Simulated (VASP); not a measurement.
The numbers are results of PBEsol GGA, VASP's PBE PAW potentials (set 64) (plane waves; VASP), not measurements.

VASP input:

KPOINTS:
```
K-points
0
Gamma
8 8 8
```

INCAR:
```
SYSTEM  =  Ni3Al
PREC  =  Accurate; ENCUT  =  480; LREAL  =  .FALSE.
LASPH  =  .TRUE.
EDIFF  =  1E-6; NELM  =  100; ALGO  =  Normal
LMAXMIX  =  4
ISMEAR  =  1; SIGMA  =  0.1
GGA  =  PS
MAGMOM  =  0.0 3*0.5
ISPIN  =  2
IBRION  =  2; NSW  =  60; ISIF  =  3
EDIFFG  =  -0.02
LWAVE  =  .FALSE.; LCHARG  =  .FALSE.; LORBIT  =  10
```

**POSCAR**
```
Ni3Al
1
    3.5203344753     0.0000000000     0.0000000000
   -0.0000000000     3.5203344753     0.0000000000
   -0.0000000000    -0.0000000000     3.5203344753
Al Ni
1 3
Direct
  0.0000000000   0.0000000000   0.0000000000
  0.0000000000   0.5000000000   0.5000000000
  0.5000000000   0.0000000000   0.5000000000
  0.5000000000   0.5000000000   0.0000000000
```

POTCAR, in this order: Al Ni (PBE.64 set). Program: vasp_std.

### Question
What will the output report for the number of irreducible k-points (NKPTS), largest plane-wave count, number of space-group operations, FFT grid (NGX, NGY, NGZ)?

### Answer

```json
{
 "number of irreducible k-points (NKPTS)": "35",
 "largest_plane_wave_count": "1064",
 "number_of_space_group_operations": "48",
 "FFT grid (NGX, NGY, NGZ)": "28 × 28 × 28"
}
```

The compound is Ni3Al in the L1_2 structure. It was relaxed first. The start is the result of an earlier pass.
